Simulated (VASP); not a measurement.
Here is the system:

```yaml
crystal:
  lattice:
    - [4.06758, -2.26037, -0.02374]
    - [4.06758, 2.26037, -0.02374]
    - [2.83317, 0.00000, 3.69164]
  atoms:
    - { symbol: Bi, position: [0.23738, 0.23738, 0.23738] }
    - { symbol: Bi, position: [0.76262, 0.76262, 0.76262] }
```

Computed with MS2 meta-GGA, VASP's PBE PAW potentials (set 64) (plane waves; VASP). Settings: 520 eV cut-off, 11×11×11 Γ-centred mesh, tetrahedra with Blöchl corrections, potentials Bi_d.

Unless said otherwise, spin-orbit coupling is left out, though it shifts the bands of the heavy elements here.

Q: Estimate the energy per atom (σ→0), band gap (over mesh and band path) with the smallest direct gap where there is one.

A: 
The band gap (over mesh and band path) is none (metal, semimetal or under 0.01 eV). The energy per atom (σ→0) is 1561.0 kJ/mol of atoms.

The compound is Bi in the a7 structure. It was relaxed first.
